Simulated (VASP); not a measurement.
Write the native input for VASP 6.6.1 that does the following.

| Quantity | Value |
| --- | --- |
| Task | relaxation of cell and atoms |
| Functional | PBE |
| Potentials or basis | VASP PAW PBE potentials, release 64 (H, W_sv, Cl) |
| Cutoff | 520 eV |
| k mesh | 3 × 3 × 3 |
| Occupations | gaussian, width 0.15 eV |
| Spin | no spin polarisation |
| Further INCAR settings | PREC = Normal; ALGO = Fast; EDIFF = 0.0001; IBRION = 2; EDIFFG = -0.08; NSW = 24; ISIF = 3 |

The structure of HWCl6 lies in POSCAR:

```
HWCl6
1.0
    5.6698862800      0.0000000000      0.0000000000
    0.0000000000      5.6698862800      0.0000000000
    0.0000000000      0.0000000000      5.6698862800
H W Cl
1 1 6
Direct
    0.5000000000      0.5000000000      0.5000000000
    0.0000000000      0.0000000000      0.0000000000
    0.0000000000      0.5000000000      0.7507640100
    0.5000000000      0.2492359900      0.0000000000
    0.7507640100      0.0000000000      0.5000000000
    0.0000000000      0.5000000000      0.2492359900
    0.5000000000      0.7507640100      0.0000000000
    0.2492359900      0.0000000000      0.5000000000
```

The cell was built by a generator and needn't be a form met in nature.

One way to write it, as run:

INCAR

```
PREC = Normal
ENCUT = 520
EDIFF = 1E-4
ISMEAR = 0
SIGMA = 0.15
LREAL = False
LASPH = True
NELM = 60
ALGO = Fast
ISIF = 3
LWAVE = False
LCHARG = False
GGA = PE
IBRION = 2
NSW = 24
EDIFFG = -0.08
```

KPOINTS

```
regular mesh
0
Gamma
  3 3 3
```

Potentials or basis: VASP PAW PBE potentials, release 64 (H, W_sv, Cl).

Launch:

```sh
$ cat potpaw_PBE.64/H/POTCAR potpaw_PBE.64/W_sv/POTCAR potpaw_PBE.64/Cl/POTCAR > POTCAR
$ mpirun -np 1 vasp_std > vasp.out
```

It gave:

```
Relaxed volume                         : 17.29 Å³/atom
Relaxed cell                           : a = 5.171 Å, b = 5.171 Å, c = 5.171 Å, α = 90.00°, β = 90.00°, γ = 90.00°
Space group after relaxing (to 0.05 Å) : Pm-3 (No. 200)
Energy gained by relaxing              : 213.6 meV/atom
Ionic steps                            : 5
Pressure after relaxing                : 0.1 GPa
Largest force after relaxing           : 0.059 eV/Å
Band gap on the k mesh                 : none (metal or under the smearing width)
```

Caveat: the k mesh is coarse (spacing up to 0.37 Å⁻¹), so the values aren't converged; the volume moved by over 15 % at a fixed basis, so the end points are rough; an odd number of electrons without spin polarisation forces a metal; a magnetic or distorted state may lie lower; the relaxation stopped at a loose force limit of 0.08 eV/Å, so its end isn't a converged minimum.

It took 90 s on 1 thread of Intel(R) Xeon(R) Platinum 8488C (Sapphire Rapids) (shared host), peak memory 0.2 GiB.
